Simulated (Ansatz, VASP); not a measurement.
## Cross-check of Se (Selenium) between VASP and Ansatz

One calculation is typed for both programs; each brings its own data sets and cutoff. How far apart do they land? The cell is taken from a series of VASP runs on this material, whose earlier steps may have relaxed, scaled or displaced it; both programs get it as it stands.

Calculated with Ansatz 0.2.0; plane waves, with VASP 6.6.1 beside it; band structure at r2SCAN-EpsX with an exact-exchange share of 0.085.

**1. The starting structure**

The structure is trigonal, space group P3_121 (No. 152). Conventional cell: a = 4.366 Å, b = 4.366 Å, c = 4.954 Å, α = 90.00°, β = 90.00°, γ = 120.00°. Se has 2 Se at 2.37 Å nearest.

**2. VASP: band structure, r2SCAN-EpsX with an exact-exchange share of 0.085**

The same path points are solved in both programs, so levels can be compared one by one.

Lines of VASP's logs that name or quote its potential files are left out, and so is its time.

The run reads the wave functions of an earlier VASP run, which isn't shown here.

INCAR

```
SYSTEM = Se
PREC = Accurate
ENCUT = 350
EDIFF = 1E-06
NELM = 100
ISMEAR = 0
SIGMA = 0.03
LREAL = .FALSE.
ALGO = Normal
LHFCALC = .TRUE.
AEXX = 0.085
METAGGA = R2SCAN
LASPH = .TRUE.
NBANDS = 15
PRECFOCK = Fast
HFRCUT = -1
LORBIT = 11
LWAVE = .FALSE.
LCHARG = .FALSE.
KPAR = 4
```

POSCAR

```
Se
1.0
    4.3662000000      0.0000000000      0.0000000000
   -2.1831000000      3.7812401180      0.0000000000
    0.0000000000      0.0000000000      4.9536000000
Se
3
Direct
    0.7746000000      0.7746000000      0.0000000000
    0.0000000000      0.2254000000      0.6666666667
    0.2254000000      0.0000000000      0.3333333333
```

KPOINTS

```
Automatic mesh
0
Gamma
4 4 3
0 0 0
```

KPOINTS_OPT

```
Line mode
10
Line-mode
Reciprocal
  0.00000000   0.00000000   0.00000000 GAMMA
  0.50000000   0.00000000   0.00000000 M

  0.50000000   0.00000000   0.00000000 M
  0.33333333   0.33333333   0.00000000 K

  0.33333333   0.33333333   0.00000000 K
  0.00000000   0.00000000   0.00000000 GAMMA

  0.00000000   0.00000000   0.00000000 GAMMA
  0.00000000   0.00000000   0.50000000 A

  0.00000000   0.00000000   0.50000000 A
  0.50000000   0.00000000   0.50000000 L

  0.50000000   0.00000000   0.50000000 L
  0.33333333   0.33333333   0.50000000 H

  0.33333333   0.33333333   0.50000000 H
  0.00000000   0.00000000   0.50000000 A

  0.50000000   0.00000000   0.50000000 L
  0.50000000   0.00000000   0.00000000 M

  0.33333333   0.33333333   0.00000000 K
  0.33333333   0.33333333   0.50000000 H
```

Potentials, in the order of the species: Se (PBE family, release 64).

Launch:

```sh
mpirun -np 4 vasp_std
```

Numbers of over 12 decimals in the logs are rounded to 6 here.

The program printed:

```text
[banner, memory and clock lines left out]
running    4 mpi-ranks, on    1 nodes
 distrk:  each k-point on    1 cores,    4 groups
 distr:  one band on    1 cores,    1 groups

 POSCAR found type information on POSCAR Se
 POSCAR found :  1 types and       3 ions
|                                                                             |
|               ----> ADVICE to this user running VASP <----                  |
|                                                                             |
|     You enforced a specific xc type in the INCAR file but a different       |
|     [... a line on the potential file left out ...]
|     I HOPE YOU KNOW WHAT YOU ARE DOING!                                     |
|                                                                             |

 LDA part: xc-table for (None), standard interpolation
 found WAVECAR, reading the header
 POSCAR, INCAR and KPOINTS ok, starting setup
 FFT: planning ... GRIDC
 FFT: planning ... GRID_SOFT
 FFT: planning ... GRID
 HFRCUT set to (new)   9.785969
 reading WAVECAR
 the WAVECAR file was read successfully
 initial charge from wavefunction
 entering main loop
       N       E                     dE             d eps       ncg     rms          rms(c)
DAV:   1    -0.417337689717E+02   -0.41734E+02   -0.89086E-01   277   0.651E+00    0.163E+00
DAV:   2    -0.417437912473E+02   -0.10022E-01   -0.25754E-02   361   0.984E-01    0.102E+00
DAV:   3    -0.417434238095E+02    0.36744E-03   -0.88095E-04   396   0.250E-01    0.600E-01
DAV:   4    -0.417433473596E+02    0.76450E-04   -0.34937E-04   368   0.151E-01    0.342E-01
DAV:   5    -0.417433626735E+02   -0.15314E-04   -0.89033E-05   347   0.787E-02    0.198E-01
DAV:   6    -0.417433835942E+02   -0.20921E-04   -0.30727E-05   347   0.484E-02    0.115E-01
DAV:   7    -0.417433978982E+02   -0.14304E-04   -0.11831E-05   354   0.310E-02    0.666E-02
DAV:   8    -0.417434058759E+02   -0.79777E-05   -0.46502E-06   361   0.197E-02    0.390E-02
DAV:   9    -0.417434098616E+02   -0.39857E-05   -0.17442E-06   268   0.125E-02    0.232E-02
DAV:  10    -0.417434117232E+02   -0.18616E-05   -0.95232E-07   233   0.967E-03    0.136E-02
DAV:  11    -0.417434125210E+02   -0.79780E-06   -0.31910E-07   177   0.553E-03
   1 F= -.41743413E+02 E0= -.41743413E+02  d E =-.323618E-11
 Start KPOINTS_OPT (optional k-point list driver)
k-point batch [1-9\90]
       N       E                     dE             ncg
DAV:   1     0.765662128812E+02   -0.14899E+04      270
DAV:   2    -0.678443110922E+03   -0.75501E+03      370
DAV:   3    -0.736732785723E+03   -0.58290E+02      305
DAV:   4    -0.737342511477E+03   -0.60973E+00      368
DAV:   5    -0.737346322901E+03   -0.38114E-02      368
DAV:   6    -0.737346366538E+03   -0.43637E-04      354
DAV:   7    -0.737346367343E+03   -0.80463E-06      308
[...]
k-point batch [82-90\90]
       N       E                     dE             ncg
DAV:   1    -0.108366595407E+02   -0.42631E+04      270
DAV:   2    -0.710298947234E+03   -0.69946E+03      354
DAV:   3    -0.759825103418E+03   -0.49526E+02      291
DAV:   4    -0.760333049244E+03   -0.50795E+00      354
DAV:   5    -0.760336155793E+03   -0.31065E-02      368
DAV:   6    -0.760336186287E+03   -0.30494E-04      361
DAV:   7    -0.760336186714E+03   -0.42697E-06      297
```

OUTCAR, selected parts (step 2):

```text
ion  position               nearest neighbor table
   1  0.775  0.775  0.000-   2 2.37   3 2.37
   2  0.000  0.225  0.667-   1 2.37   3 2.37
   3  0.225  0.000  0.333-   1 2.37   2 2.37

  LATTYP: Found a hexagonal cell.
 ALAT       =     4.3662000000
 C/A-ratio  =     1.1345334616

 Subroutine GETGRP returns: Found  6 space group operations
 (whereof  2 operations were pure point group operations)

The static configuration has the point symmetry C_2 .
 The point group associated with its full space group is D_3 .

 Found      9 irreducible k-points:

   k-points           NKPTS =      9   k-points in BZ     NKDIM =     48   number of bands    NBANDS=     15

   dimension x,y,z NGX =    28 NGY =   28 NGZ =   30
   dimension x,y,z NGXF=    56 NGYF=   56 NGZF=   60

   ENCUT  =  350.0 eV  25.72 Ry    5.07 a.u.   6.66  6.66  7.56*2*pi/ulx,y,z

   NELECT =      18.0000    total number of electrons

 k-points in reciprocal lattice and weights: Automatic mesh
   0.00000000  0.00000000  0.00000000       0.021
   0.25000000  0.00000000  0.00000000       0.125
   0.50000000  0.00000000  0.00000000       0.062
   0.25000000  0.25000000  0.00000000       0.125
   0.00000000  0.00000000  0.33333333       0.042
   0.25000000  0.00000000  0.33333333       0.125
   0.00000000  0.25000000  0.33333333       0.125
   0.50000000  0.00000000  0.33333333       0.125
   0.25000000  0.25000000  0.33333333       0.250

  exchange ACFDT corr.  =         0.00000000  see jH, gK, PRB 81, 115126

 average (electrostatic) potential at core
       1 -58.9348       2 -58.9348       3 -58.9348

 E-fermi :   1.9475

 k-point     1 :       0.0000    0.0000    0.0000
  band No.  band energies     occupation
    ...
      5      -1.9003      2.00000
      6      -1.8258      2.00000
      7      -0.1039      2.00000
      8      -0.1039      2.00000
      9       1.6223      2.00000
     10       4.7686      0.00000
     11       4.7686      0.00000
     12       5.0432      0.00000
     13       9.3892      0.00000
     14       9.5525      0.00000
    ...

 k-point     2 :       0.2500    0.0000    0.0000
  band No.  band energies     occupation
    ...
      5      -2.4754      2.00000
      6      -1.6726      2.00000
      7      -0.0730      2.00000
      8       0.3642      2.00000
      9       1.2358      2.00000
     10       4.7523      0.00000
     11       4.8901      0.00000
     12       5.6931      0.00000
     13       8.9977      0.00000
     14       9.3825      0.00000
    ...

 k-point     3 :       0.5000    0.0000    0.0000
  band No.  band energies     occupation
    ...
      5      -2.8495      2.00000
      6      -1.5312      2.00000
      7      -0.9269      2.00000
      8       0.2376      2.00000
      9       1.0307      2.00000
     10       4.7974      0.00000
     11       5.2111      0.00000
     12       7.0702      0.00000
     13       8.2844      0.00000
     14      10.8404      0.00000
    ...

  energy-cutoff  :      350.00
  volume of cell :       81.78
      direct lattice vectors                 reciprocal lattice vectors
     4.366200000  0.000000000  0.000000000     0.229032110  0.132231751  0.000000000
    -2.183100000  3.781240118  0.000000000     0.000000000  0.264463501  0.000000000
     0.000000000  0.000000000  4.953600000     0.000000000  0.000000000  0.201873385

 POSITION                                       TOTAL-FORCE (eV/Angst)
 -----------------------------------------------------------------------------------
      1.69103      2.92895      0.00000         0.068569      0.118765     -0.000000
     -0.49207      0.85229      3.30240         0.068569     -0.118765      0.000000
      0.98414      0.00000      1.65120        -0.137138     -0.000000      0.000000
 -----------------------------------------------------------------------------------
    total drift:                               -0.000002     -0.000005      0.000000

  FREE ENERGIE OF THE ION-ELECTRON SYSTEM (eV)
  ---------------------------------------------------
  free  energy   TOTEN  =       -41.7434125210 eV

  energy  without entropy=      -41.7434125210  energy(sigma->0) =      -41.74341252

 total charge
# of ion       s       p       d       tot
------------------------------------------
    1        1.516   2.217   0.059   3.792
    2        1.516   2.217   0.059   3.792
    3        1.516   2.217   0.059   3.792
--------------------------------------------------
tot          4.548   6.652   0.177  11.377

[... 3 further parts left out ...]
```

The k-mesh is coarse for unscreened exact exchange, which converges slowly with it.

(Continued in part 2 of 2.)

[Lines on the potential files, build, host, timing and source positions are cut from VASP's logs without a mark.]

[Logs are printed without paths, hosts, clocks, repeated set-up lines and the standing remarks that a program may print on its own settings, such as how far it seeks lower states.]

[Hosts, paths, dates, database ids (printed as entryN), source tags and the programs' standing remarks are cut or masked in the printed files.]
